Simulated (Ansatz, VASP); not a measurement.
# Ir (Iridium): VASP beside Ansatz

One calculation is typed for both programs; each brings its own data sets. How far apart do they land? The cell is taken from a series of runs on this material, whose earlier steps may have relaxed, scaled, displaced or heated it; both programs get it as it stands.

Calculated with Ansatz 0.2.0; plane waves, with VASP 6.6.1 beside it; relaxation of cell and atoms at PBEsol.

**1. The structure**

Symmetry: Fm-3m, No. 225, cubic system. The conventional cell has a = 3.830 Å, b = 3.830 Å, c = 3.830 Å, α = 90.00°, β = 90.00°, γ = 90.00°. Nearest to Ir lie 12 Ir at 2.71 Å.

Coordinates:

```
Ir
1.0
     0.00000    1.91504    1.91504
     1.91504    0.00000    1.91504
     1.91504    1.91504    0.00000
Ir
1
Cartesian
  0.0000 0.0000 0.0000
```

**2. VASP: relaxation of cell and atoms, PBEsol**

The relaxed volume is the usual yardstick between codes: in a stiff, nearly cubic crystal its relative difference is about their pressure difference at one cell divided by the bulk modulus.

Lines of VASP's logs that name or quote its potential files are left out, and so is its time.

Input file INCAR:

```
SYSTEM = Ir
PREC = Accurate
ENCUT = 500
EDIFF = 1E-07
NELM = 120
ISMEAR = 1
SIGMA = 0.2
LREAL = .FALSE.
ALGO = Normal
GGA = PS
NBANDS = 10
LASPH = .TRUE.
LORBIT = 11
LWAVE = .FALSE.
LCHARG = .FALSE.
ISIF = 3
IBRION = 2
NSW = 80
EDIFFG = -0.005
GGA_COMPAT = .FALSE.
NELMIN = 4
```

Input file POSCAR:

```
Ir
1.0
    0.0000000000      1.9150360000      1.9150360000
    1.9150360000      0.0000000000      1.9150360000
    1.9150360000      1.9150360000      0.0000000000
Ir
1
Direct
    0.0000000000      0.0000000000      0.0000000000
```

Input file KPOINTS:

```
Automatic mesh
0
Gamma
20 20 20
0 0 0
```

The projector-augmented-wave data sets are Ir (PBE family, release 64).

Started as:

```console
$ mpirun -np 1 vasp_std
```

Numbers of over 12 decimals in the logs are rounded to 6 here.

The log of the run:

```text
[banner, memory and clock lines left out]
running    1 mpi-ranks, on    1 nodes
 distrk:  each k-point on    1 cores,    1 groups
 distr:  one band on    1 cores,    1 groups

 POSCAR found type information on POSCAR Ir
 POSCAR found :  1 types and       1 ions
|                                                                             |
|               ----> ADVICE to this user running VASP <----                  |
|                                                                             |
|     You enforced a specific xc type in the INCAR file but a different       |
|     [... a line on the potential file left out ...]
|     I HOPE YOU KNOW WHAT YOU ARE DOING!                                     |
|                                                                             |

 LDA part: xc-table for (Slater+PW92), standard interpolation
 POSCAR, INCAR and KPOINTS ok, starting setup
 FFT: planning ... GRIDC
 FFT: planning ... GRID_SOFT
 FFT: planning ... GRID
 WAVECAR not read
 entering main loop
       N       E                     dE             d eps       ncg     rms          rms(c)
DAV:   1     0.464511939892E+02    0.46451E+02   -0.42914E+03  5168   0.795E+02
DAV:   2    -0.957189969935E+01   -0.56023E+02   -0.52839E+02  5250   0.193E+02
DAV:   3    -0.104488725454E+02   -0.87697E+00   -0.87483E+00  6036   0.297E+01
DAV:   4    -0.104563886580E+02   -0.75161E-02   -0.75147E-02  5798   0.255E+00
DAV:   5    -0.104565317779E+02   -0.14312E-03   -0.14312E-03  5878   0.333E-01    0.161E+01
DAV:   6    -0.992711166361E+01    0.52942E+00   -0.93083E-01  5742   0.117E+01    0.633E+00
DAV:   7    -0.983061612294E+01    0.96496E-01   -0.28150E-01  6110   0.587E+00    0.145E+00
DAV:   8    -0.982802185185E+01    0.25943E-02   -0.19981E-03  5488   0.449E-01    0.114E+00
DAV:   9    -0.982339929881E+01    0.46226E-02   -0.23046E-03  5630   0.690E-01    0.285E-02
DAV:  10    -0.982339213925E+01    0.71596E-05   -0.13207E-05  7382   0.367E-02    0.161E-02
DAV:  11    -0.982339389166E+01   -0.17524E-05   -0.11203E-06  5622   0.660E-03    0.158E-03
DAV:  12    -0.982339391603E+01   -0.24368E-07   -0.20018E-08  3420   0.153E-03
   1 F= -.98233939E+01 E0= -.98243682E+01  d E =-.982339E+01
 curvature:   0.00 expect dE= 0.000E+00 dE for cont linesearch  0.000E+00
 trial: gam= 0.00000 g(F)=  0.000E+00 g(S)=  0.793E-03 ort = 0.000E+00 (trialstep = 0.100E+01)
 search vector abs. value=  0.793E-03
 bond charge predicted
       N       E                     dE             d eps       ncg     rms          rms(c)
DAV:   1    -0.982782280463E+01   -0.44289E-02   -0.18762E-01  5588   0.619E+00    0.705E-01
DAV:   2    -0.982278384607E+01    0.50390E-02   -0.11573E-02  5634   0.131E+00    0.257E-01
DAV:   3    -0.982222103504E+01    0.56281E-03   -0.22207E-03  6258   0.512E-01    0.774E-02
DAV:   4    -0.982221854621E+01    0.24888E-05   -0.53996E-05  5972   0.680E-02    0.714E-03
DAV:   5    -0.982221924660E+01   -0.70039E-06   -0.13921E-06  6804   0.763E-03    0.206E-03
DAV:   6    -0.982221934830E+01   -0.10170E-06   -0.27943E-08  3828   0.124E-03    0.122E-04
DAV:   7    -0.982221934874E+01   -0.44145E-09   -0.11885E-09  2676   0.332E-04
   2 F= -.98222193E+01 E0= -.98232200E+01  d E =0.117457E-02
 trial-energy change:    0.001175  1 .order    0.001156   -0.000793    0.003106
 step:   0.1990(harm=  0.2034)  dis= 0.00000  next Energy=    -9.823473 (dE=-0.788E-04)
 bond charge predicted
       N       E                     dE             d eps       ncg     rms          rms(c)
DAV:   1    -0.982704281244E+01   -0.48235E-02   -0.12043E-01  5582   0.496E+00    0.594E-01
DAV:   2    -0.982383405098E+01    0.32088E-02   -0.71308E-03  5626   0.104E+00    0.197E-01
DAV:   3    -0.982346760620E+01    0.36644E-03   -0.14561E-03  6180   0.418E-01    0.545E-02
DAV:   4    -0.982347094665E+01   -0.33404E-05   -0.37598E-05  5976   0.563E-02    0.381E-03
DAV:   5    -0.982347128587E+01   -0.33922E-06   -0.63552E-07  6130   0.736E-03    0.160E-03
DAV:   6    -0.982347151978E+01   -0.23391E-06   -0.89466E-08  5234   0.175E-03    0.193E-04
DAV:   7    -0.982347151467E+01    0.51006E-08   -0.31791E-09  2658   0.475E-04
   3 F= -.98234715E+01 E0= -.98244511E+01  d E =-.775986E-04
 curvature:  -0.10 expect dE=-0.679E-08 dE for cont linesearch -0.679E-08
 trial: gam=-0.00909 g(F)=  0.705E-69 g(S)=  0.667E-07 ort = 0.728E-05 (trialstep = 0.840E+00)
 search vector abs. value=  0.106E-09
 reached required accuracy - stopping structural energy minimisation
```

OUTCAR, selected parts (step 2):

```text
ion  position               nearest neighbor table
   1  0.000  0.000  0.000-

  LATTYP: Found a face centered cubic cell.
 ALAT       =     3.8300720000

 Subroutine GETGRP returns: Found 48 space group operations
 (whereof 48 operations were pure point group operations)

The static configuration has the point symmetry O_h .

 Found    256 irreducible k-points:

   k-points           NKPTS =    256   k-points in BZ     NKDIM =    256   number of bands    NBANDS=     10

   dimension x,y,z NGX =    20 NGY =   20 NGZ =   20
   dimension x,y,z NGXF=    40 NGYF=   40 NGZF=   40

   ENCUT  =  500.0 eV  36.75 Ry    6.06 a.u.   4.94  4.94  4.94*2*pi/ulx,y,z

   NELECT =       9.0000    total number of electrons

 k-points in reciprocal lattice and weights: Automatic mesh
   0.00000000  0.00000000  0.00000000       0.000
   0.05000000  0.00000000  0.00000000       0.001
   0.10000000  0.00000000  0.00000000       0.001
   0.15000000  0.00000000  0.00000000       0.001
   0.20000000  0.00000000  0.00000000       0.001
   0.25000000  0.00000000  0.00000000       0.001
   0.30000000  0.00000000  0.00000000       0.001
   0.35000000  0.00000000  0.00000000       0.001
   0.40000000  0.00000000  0.00000000       0.001
[...]
-0.30000000  0.50000000  0.20000000       0.002
  -0.25000000  0.50000000  0.25000000       0.001

 average (electrostatic) potential at core
       1 -48.5315

 E-fermi :  10.2806

 k-point     1 :       0.0000    0.0000    0.0000
  band No.  band energies     occupation
    ...
      2       6.3970      2.00000
      3       6.3970      2.00000
      4       6.3970      2.00000
      5       9.1333      2.00000
      6       9.1333      2.00000
      7      24.6441      0.00000
      8      30.2467      0.00000
      9      30.2467      0.00000
     10      30.2467      0.00000

 k-point     2 :       0.0500    0.0000    0.0000
  band No.  band energies     occupation
    ...
      2       6.3358      2.00000
      3       6.4464      2.00000
      4       6.4464      2.00000
      5       9.1007      2.00000
      6       9.1007      2.00000
      7      24.8401      0.00000
      8      29.6196      0.00000
      9      30.4321      0.00000
     10      30.4321      0.00000

 k-point     3 :       0.1000    0.0000    0.0000
  band No.  band energies     occupation
    ...
      2       6.1738      2.00000
      3       6.5798      2.00000
      4       6.5798      2.00000
      5       9.0238      2.00000
      6       9.0238      2.00000
      7      25.3886      0.00000
      8      28.3376      0.00000
      9      30.9741      0.00000
     10      30.9741      0.00000

  Total        0.0006790      0.0006790      0.0006790     -0.0000000      0.0000000     -0.0000000
  in kB        0.0772872      0.0772872      0.0772872     -0.0000000      0.0000000     -0.0000000
  external PRESSURE =       0.0772872 kB  Pullay stress =       0.0000000 kB

  energy-cutoff  :      500.00
  volume of cell :       14.08
      direct lattice vectors                 reciprocal lattice vectors
    -0.000000000  1.916396941  1.916396941    -0.260906282  0.260906282  0.260906282
     1.916396941 -0.000000000  1.916396941     0.260906282 -0.260906282  0.260906282
     1.916396941  1.916396941 -0.000000000     0.260906282  0.260906282 -0.260906282

 POSITION                                       TOTAL-FORCE (eV/Angst)
 -----------------------------------------------------------------------------------
      0.00000      0.00000      0.00000         0.000000      0.000000      0.000000
 -----------------------------------------------------------------------------------
    total drift:                                0.000000     -0.000000     -0.000000

  FREE ENERGIE OF THE ION-ELECTRON SYSTEM (eV)
  ---------------------------------------------------
  free  energy   TOTEN  =        -9.8234715147 eV

  energy  without entropy=       -9.8264102933  energy(sigma->0) =       -9.82445111

 reached required accuracy - stopping structural energy minimisation

 total charge
# of ion       s       p       d       tot
------------------------------------------
    1        0.675   0.749   6.978   8.402

[... 3 further parts left out ...]
```

**3. Ansatz: relaxation of cell and atoms, PBEsol**

Ansatz runs on its PAW soft_1 files.

The same cell, functional, mesh and smearing now go to Ansatz, which takes its cutoff from its data sets.

Input file input.yaml:

```yaml
crystal:
  lattice:
    - [0.0, 1.9150361217, 1.9150361217]
    - [1.9150361217, 0.0, 1.9150361217]
    - [1.9150361217, 1.9150361217, 0.0]
  atoms:
    - { symbol: Ir, position: [0.0, 0.0, 0.0] }
kpoints:
  mp_grid: { grid: [20, 20, 20] }
hamiltonian:
  xc: pbesol
  pseudopotentials: { kind: paw, azcp: { folder: soft_1 }, xc_functional: pbe }
scf:
  occupations: { method: methfessel_paxton, width: 0.2 }
  lower_state_search: "off"
output:
  forces: true
  stress: true
  eigenvalues: true
relax:
  adjacent_minimum: "off"
  f_tol: 0.001
  max_steps: 60
  cell: { stress_tol: 0.01 }
```

Started as:

```console
$ ansatz run input.yaml --threads 8 --pin off --max-ram 16384MiB --backend cpu --events-out ev --progress --plain --runs-dir out
```

The log of the run:

```text
Engine: ansatz 0.2.0, aarch64-unknown-linux-gnu
Pseudopotentials: kind: paw
Pseudopotential: Ir, paw, valence charge 17, recommended cutoff 420 eV (normal), soft_1/Ir.paw.azcp
Functional definition: PBEsol
  exchange = pbesol_x
  correlation = pbesol_c
Crystal: 1 atoms, lattice volume = 14.046 Å³
Basis set: ecut = 420 eV, 283 PW (Γ), exchange–correlation on 40×40×40 points (8 copies of the dense FFT grid, shifted against one another)
Bands: 13, of which v1, the nominal top of the filled ones, is band 9 counted from 1 (8 counted from 0)
Symmetry: 48 space group operations
Space group: Fm-3m (ITA 225), of the structure as read, at distance tolerance 2.4e-5 Å
k-points: 256 of 8000
Non-local potential: Ir, projectors of the file, l = 0: 3, l = 1: 2, l = 2: 2, l = 3: 1
PAW form: soft (Blöchl's): semilocal exchange-correlation on the pseudo side does not see the compensation charge
PAW frozen core: Ir, regenerated for the run's functional, and the local potential with it (the file was generated under x = pbe(κ = 0.804, μ = 0.219515), c = pbe(β = 0.066725))
PAW one-centre angular grid: Ir, 590 points (default); XC on 64 Gauss nodes
Initial density: superposition of atomic densities (chi_scale 0.1, normalization cell)
Initial wavefunctions: pseudopotential atomic-orbital guess
Functional: x = pbesol(κ = 0.804, μ = 0.123457), c = pbesol(β = 0.046)
SCF iter   1: F=—  HF=-11800.555930 eV  |F-HF|=—  |Δ(HF+E_count)|=         —  Δρ=5.28e-2  dr2=2.95e-1  ethr=3.10e-3  ⟨swp⟩=5.0  Hψ=16397  notcnv=0
preconditioner: auto → none  [metal: Δε(μ)=0.018 eV  Ē_g=14.247 eV  σ=0.200 eV  W_gap=0.08  n_scr=0 (ndim 8)  ℏωp=29.7 eV  f_vac=0.000  D(μ)=0.53/eV (n_scr^D=0)]
SCF iter   2: F=—  HF=-11800.451774 eV  |F-HF|=—  |Δ(HF+E_count)|=   1.04e-1  S|Δr|=    0.00e0  Δρ=1.64e-2  dr2=8.24e-3  ethr=1.73e-3  ⟨swp⟩=2.7  Hψ=7341  notcnv=0  defer=46
SCF iter   3: F=—  HF=-11800.448964 eV  |F-HF|=—  |Δ(HF+E_count)|=   2.81e-3  S|Δr|=    0.00e0  Δρ=7.49e-3  dr2=1.79e-3  ethr=4.84e-5  ⟨swp⟩=1.2  Hψ=3671  notcnv=0  defer=46
SCF iter   4: F=—  HF=-11800.448282 eV  |F-HF|=—  |Δ(HF+E_count)|=   6.81e-4  S|Δr|=    0.00e0  Δρ=2.05e-4  dr2=1.91e-6  ethr=1.05e-5  ⟨swp⟩=1.0  Hψ=3282  notcnv=0  defer=46
SCF iter   5: F=—  HF=-11800.448278 eV  |F-HF|=—  |Δ(HF+E_count)|=   4.26e-6  S|Δr|=    0.00e0  Δρ=3.77e-5  dr2=1.04e-7  ethr=5.88e-10  ⟨swp⟩=7.3  Hψ=16959  notcnv=0
SCF iter   6: F=-11800.448278 eV  HF=-11800.448278 eV  |F-HF|=1.11e-10  |Δ(HF+E_count)|=   3.63e-8  S|Δr|=    0.00e0  Δρ=1.82e-6  dr2=2.12e-10  ethr=5.88e-10  ⟨swp⟩=4.1  Hψ=10341  notcnv=0
SCF 1 converged in 6 iterations: F = -11800.448278 eV  dr2 = 2.12e-10
  greatest PAW one-centre occupation: 1.000 electrons in one spin orbital (limit 2), on the Ir atom at site 0 (counted from 0), in its partial waves of l = 0
relax step   1: F+E_penalty+E_count = -11800.44827781 eV  Δ(F+E_penalty+E_count) = +0.000e0 eV  max|allowed force component| = 0.000e0 eV/Å  Δτ_max = 0.0000 Å  P = -0.167 GPa  Ω = 14.046 Å³  (6 SCF iters, dr2 threshold 1.00e-7 eV, accepted)
[...]
relax step   2: F+E_penalty+E_count = -11800.44827894 eV  Δ(F+E_penalty+E_count) = -1.134e-6 eV  max|allowed force component| = 0.000e0 eV/Å  Δτ_max = 0.0000 Å  P = +0.299 GPa  Ω = 14.029 Å³  energy of the carried Pulay correction = +8.059e-6 eV  (2 SCF iters, dr2 threshold 6.94e-8 eV, rejected (line search))
[...]
relax step   3: F+E_penalty+E_count = -11800.44828383 eV  Δ(F+E_penalty+E_count) = -6.025e-6 eV  max|allowed force component| = 0.000e0 eV/Å  Δτ_max = 0.0000 Å  P = -0.000 GPa  Ω = 14.040 Å³  energy of the carried Pulay correction = +2.882e-6 eV  (4 SCF iters, accepted)
[...]
relax step   4: F+E_penalty+E_count = -11800.44828382 eV  Δ(F+E_penalty+E_count) = +9.091e-9 eV  max|allowed force component| = 0.000e0 eV/Å  Δτ_max = 0.0000 Å  P = -0.000 GPa  Ω = 14.040 Å³  stress off target by 3.21e-4 GPa  SCF on the basis re-selected at this cell (its energy is not comparable with the rows above)  (4 SCF iters)
basis re-selected at this cell: Δ(F+E_penalty+E_count) = +9.091e-9 eV, ΔP = +0.000 GPa vs the last step (what re-selecting the basis moved, of the pressure what is left beyond the Pulay correction that the steps carried, after the strain that the cell walked since its last selection, with what the two solves' SCF thresholds leave and, on support functions, any second-order correction that the steps lacked; it is no measure of the basis error at this ecutwfc). This SCF's stress stands 3.21e-4 GPa from its target on what of the cell is left free (relax.cell.stress_tol is 1.00e-2 GPa) and its largest allowed force component is 0.00e0 eV/Å (relax.f_tol is 1.00e-3 eV/Å): [rest of the remark cut]
SCF converged after 4 iterations
Stability not checked: this state was not tested for a lower state beside it, because cold or Methfessel-Paxton smearing, or corrected tetrahedra, fill the levels in a way that the test cannot read (fill_not_monotonic; see scf.lower_state_search)
Free energy (F): -11800.448284 eV
Harris-Foulkes:  -11800.448284 eV  (|F-HF|=1.82e-12)
Internal energy: -11800.451159 eV  (E = F + TS)
E sigma→0 (E₀):  -11800.449003 eV
Entropy (-TS):   0.002875 eV (2.875 meV/atom)
Fermi energy:    25.824444 eV
--- Per-component energies (eV) ---
  E_band       = -82.486380
  E_kinetic    = 540.423665
  E_local      = -1091.092337  (includes V_loc(G=0)·N_el)
  E_nonlocal   = 193.024901
  E_hartree    = 407.395112
  E_xc         = -229.371132
  E_vxc        = -256.826136  (∫ρ·V_xc dr)
  E_paw        = -9129.940327  (= ΣΔE_a)
  E_vpaw       = -282.807063  (= ΣTr[D̂ρ^β])
  E_aug_tail   = 0.000360  (compensation charges beyond the density's cutoff)
  E_ewald      = -2491.156751
  E_core_change = 0.265348  (= ΣΔE_core)
  E_smearing   = 0.002875  (= −TS)
  E_closure    = 0.000000  (closes the sum)
  Σ components = -11800.448284   (vs F -11800.448284, Δ=0.00e0)
--- Forces (eV/Å), atoms counted from 1 ---
  atom   1  Ir    -0.00000000     0.00000000     0.00000000
  max |Σ_I F_I| component: 1.85e-32 eV/Å
--- Stress (GPa, compression-positive) ---
       -0.000321      -0.000000      -0.000000
       -0.000000      -0.000321      -0.000000
       -0.000000      -0.000000      -0.000321
  P = ⅓ Tr σ = -0.0003 GPa (-0.003 kbar)
--- Band table (eV; the first three rows and the last of 256) ---
  k-point 0: bands = [... 5 lower, 21.9233, 21.9233, 21.9233, 24.6731, 24.6731, 39.4289, 44.9646, 44.9646]
  k-point 1: bands = [... 5 lower, 21.8612, 21.9727, 21.9727, 24.6398, 24.6398, 39.6266, 44.4221, 45.1535]
  k-point 2: bands = [... 5 lower, 21.6970, 22.1062, 22.1062, 24.5612, 24.5612, 40.1806, 43.2632, 45.7077]
  k-point 255: bands = [... 5 lower, 20.9185, 20.9185, 24.0322, 27.3934, 34.0370, 34.9238, 34.9238, 39.2325]
--- Relaxed structure (3 steps of the walk, 2 accepted, 1 SCFs on fresh bases) ---
  F+E_penalty+E_count = -11800.44828382 eV   max|allowed force component| = 0.000e0 eV/Å   (the final SCF, on the basis selected at the relaxed cell)
  cell:  # Å, volume = 14.0402 Å³
    - [0, 1.914762, 1.914762]
    - [1.914762, 0, 1.914762]
    - [1.914762, 1.914762, 0]
  atoms:
    - { symbol: Ir, position: [0.0, 0.0, 0.0] }
```

**4. Differences**

Known differences besides the potentials themselves: the data sets hold 17 valence electrons in Ansatz (on its PAW soft_1 files) and 9 in VASP; the cutoff is 420 eV in Ansatz and 500 eV in VASP; Ansatz makes its cores anew for this functional, VASP keeps those of its PBE data sets; Ansatz adds a Pulay correction to the stress that steers its cell, VASP none. Total energies have different zeros and are not compared.

Compared:

```tsv
quantity	Ansatz	VASP	difference
volume (Å³)	14.04	14.08	-0.26 %
edge a after relaxation, in the typed setting (Å)	2.708	2.710	-0.08 %
```

**5. Summary of results**

| Item | Value |
| --- | --- |
| difference in volume (relaxation of cell and atoms, PBEsol) | -0.26 % |

**Reading.** The difference in volume is -0.26 % (relaxation of cell and atoms, PBEsol), within the 1.2 % picked in this series as the mark of a large difference, as far as the stopping tolerances let one tell. The data sets hold unlike numbers of valence electrons (17 in Ansatz and 9 in VASP), so part of the differences comes from the potentials. Such differences can come from data sets, numerical settings and the points named under the comparisons, not from the functional's error against experiment.

[Lines on the potential files, build, host, timing and source positions are cut from VASP's logs without a mark.]

[Logs are printed without paths, hosts, clocks, repeated set-up lines and the standing remarks that a program may print on its own settings, such as how far it seeks lower states.]

[Hosts, paths, dates, database ids (printed as entryN), source tags and the programs' standing remarks are cut or masked in the printed files.]
